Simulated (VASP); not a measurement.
```xyz
63
Lattice="10.9371 0.0000 0.0000 0.0000 10.9371 0.0000 0.0000 0.0000 10.9371" Properties=species:S:1:pos:R:3 pbc="T T T"
Si     5.4607    10.9084    10.9085
Si     6.8838     1.3276     1.3264
Si     8.2199     2.7161    10.8897
Si     9.6087     4.0512     1.3268
Si     8.2209    10.8916     2.7135
Si     9.6086     1.3279     4.0503
Si     0.0025    10.9327    10.9316
Si     1.4065     1.3509     1.3502
Si     2.7751     2.7293    10.9369
Si     4.1473     4.1170     1.4154
Si     5.4642     5.4704     0.0023
Si     6.8188     6.7868     1.4151
Si     8.2060     8.1593    10.9367
Si     9.5841     9.5281     1.3500
Si     2.7750    10.9366     2.7281
Si     4.1461     1.4141     4.1166
Si     5.5242     2.6687     2.6696
Si     8.2653     5.4075     2.6711
Si     9.5205     6.7879     4.1166
Si     5.4645     0.0021     5.4700
Si     6.8187     1.4153     6.7864
Si     8.2645     2.6717     5.4068
Si     9.5198     4.1174     6.7870
Si     8.2066     0.0004     8.1592
Si     9.5834     1.3513     9.5282
Si     0.0262     5.4752    10.9085
Si     1.4078     6.8029     1.4128
Si     2.7217     8.2128     0.0378
Si     4.1323     9.5275     1.4117
Si     0.0458     2.7157     2.7147
Si     1.3691     4.1034     4.1031
Si     2.8222     5.4698     2.8488
Si     4.2027     6.7370     4.3562
Si     5.4674     8.1154     2.8472
Si     6.8334     9.5682     4.1020
Si     0.0250    10.9091     5.4743
Si     1.4056     1.4116     6.8033
Si     2.8191     2.8458     5.4694
Si     4.1993     4.3508     6.7360
Si     6.5784     6.7367     6.7325
Si     8.0879     8.1159     5.4689
Si     9.5232     9.5275     6.8032
Si     2.7207     0.0381     8.2134
Si     4.1314     1.4114     9.5284
Si     5.4660     2.8457     8.1151
Si     6.8316     4.1036     9.5660
Si     8.0858     5.4706     8.1132
Si     9.5223     6.8032     9.5271
Si    10.9349     8.1600     2.7284
Si     1.3938     9.5408     4.0949
Si    10.9334     5.4711     5.4703
Si     1.3339     6.8588     6.8583
Si     2.7406     8.1959     5.5152
Si     4.0758     9.6034     6.8584
Si    10.9340     2.7295     8.1593
Si     1.3946     4.0956     9.5401
Si     2.7414     5.5154     8.1938
Si     4.0767     6.8589     9.6015
Si     5.4184     8.1959     8.1943
Si     6.8403     9.5410     9.5401
Si    10.8970     8.2127     8.2128
Si     1.3604     9.5736     9.5742
O      5.1288     5.8149     5.8066
```
Cell charge +1.

All values below come from PBE GGA, VASP's PBE PAW potentials (set 64) (plane waves; VASP). Numerical set-up: PREC = Normal, LREAL = Auto, ISYM = 0, NELECT = 253.0, 400 eV cut-off, 1×1×1 Γ-centred mesh, Gaussian smearing of 0.050 eV, potentials Si O. Starting moments (MAGMOM): 63*0.0159. The cell's moment is fixed (NUPDOWN = 1).

At this cut-off the stress carries a Pulay error, which pulls relaxed volumes low. The cell is charged, with a uniform compensating background.  The supercell is sampled at Γ alone, which is coarse: total energies, pressure and levels can be off, energies of defects by several tenths of an eV.

Estimate the cell moment, energy per atom (σ→0), pressure.

```json
{
  "cell_moment": "1.00 μB",
  "energy per atom (σ→0)": "-5.397 eV/atom",
  "pressure": "-1.95 GPa"
}
```

Total energies compare only between runs with the same potentials, cut-off and functional.

The cell is a supercell with a defect, built from Si (diamond): O_Si-vac_Si, charge +1.
